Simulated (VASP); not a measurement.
Set up this calculation in VASP 6.6.1, as the native input.

| Item | Value |
| --- | --- |
| Task | single point |
| Functional | LDA |
| Potentials or basis | VASP PAW LDA potentials, release 64 (Sc_sv, Pd) |
| Cutoff | 520 eV |
| k mesh | 9 × 9 × 9 |
| Occupations | fermi-dirac, width 0.05 eV |
| Spin | no spin polarisation |
| Dipole correction | no |
| Further INCAR settings | ALGO = Normal; EDIFF = 1e-06; NBANDS = 28 |

The structure of ScPd3 lies in POSCAR:

```
ScPd3
1.0
    3.9024969916      0.0000000000      0.0000000000
    0.0000000000      3.9024969916      0.0000000000
    0.0000000000      0.0000000000      3.9024969916
Sc Pd
1 3
Direct
    0.0000000000      0.0000000000      0.0000000000
    0.0000000000      0.5000000000      0.5000000000
    0.5000000000      0.0000000000      0.5000000000
    0.5000000000      0.5000000000      0.0000000000
```

The cell comes from a database or a generator and needn't be the stable form of this composition.

The input as run:

INCAR

```
  PREC = Accurate
  ENCUT = 520
  EDIFF = 1E-6
  ISMEAR = -1
  SIGMA = 0.05
  LREAL = F
  LASPH = T
  NELM = 100
  ALGO = Normal
  ISIF = 2
  LWAVE = F
  LCHARG = F
  GGA = CA
  NBANDS = 28
```

KPOINTS

```
Automatic mesh
0
Gamma
  9 9 9
```

Potentials or basis: VASP PAW LDA potentials, release 64 (Sc_sv, Pd).

Command:

```console
$ cat potpaw_LDA.64/Sc_sv/POTCAR potpaw_LDA.64/Pd/POTCAR > POTCAR
$ mpirun -np 1 vasp_std > vasp.out
```

Results of the run:

The pressure is 0.7 GPa and the band gap on the k mesh is none (metal or under the smearing width).

Run time: 21 s on 1 thread of Intel(R) Xeon(R) 6975P-C (Granite Rapids), with other jobs on the host, peak memory 0.17 GiB.
